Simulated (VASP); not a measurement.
**SrMg6Si: single point with PBE**

SrMg6Si:

```
Sr Si Mg
1.0
     4.90902    0.00000    0.00000
     0.00000    3.02556    6.76092
     0.00000   -3.02556    6.76092
Sr Si Mg
1 1 6
Direct
  0.49837 0.69267 0.69790
  0.49658 0.11149 0.11466
  0.01361 0.85371 0.86890
  0.99564 0.28384 0.30759
  0.98641 0.31741 0.83262
  0.00091 0.82018 0.33209
  0.50929 0.19553 0.67718
  0.49374 0.68813 0.18305
```

The cell comes from a database or a generator and needn't be the stable form of this composition.

The cell isn't the ideal one: atoms moved at random, drawn with an rms of 0.05 Å.

- Program: VASP 6.6.1
- Task: single point
- Functional: PBE
- Potentials or basis: VASP PAW PBE potentials, release 64 (Sr_sv, Si, Mg)
- Cutoff: 520 eV
- k mesh: 6 × 5 × 5
- Occupations: fermi-dirac, width 0.05 eV
- Spin: no spin polarisation

The pressure is 0.1 GPa. The largest force is 0.294 eV/Å. The band gap on the k mesh is none (metal or under the smearing width).

Forces in eV/Å, atoms in the order of the input:
```
Sr   0.041 -0.005  0.110
Si  -0.029 -0.026  0.006
Mg  -0.280  0.071  0.051
Mg   0.028  0.102 -0.042
Mg   0.263 -0.126 -0.014
Mg  -0.077  0.153 -0.114
Mg  -0.144  0.018 -0.039
Mg   0.198 -0.186  0.042
```

Stress tensor (GPa, compression positive):
```
 0.08 -0.23 -0.07
-0.23  0.03 -0.18
-0.07 -0.18  0.32
```

Levels at points of the mesh, in eV from the Fermi level:
```csv
k point,band 10,band 11,band 12,band 13,band 14,band 15,band 16,band 17
"(0.00, 0.00, 0.00)",-1.81,-1.42,-1.24,-0.25,0.72,1.47,1.99,2.02
"(0.50, 0.00, 0.00)",-2.01,-1.60,-0.88,-0.64,-0.54,-0.35,0.69,0.71
```

Wall time 8.8 min on 1 thread of Intel(R) Xeon(R) Platinum 8375C CPU @ 2.90GHz (Ice Lake), with other jobs on the host, peak memory 0.59 GiB.
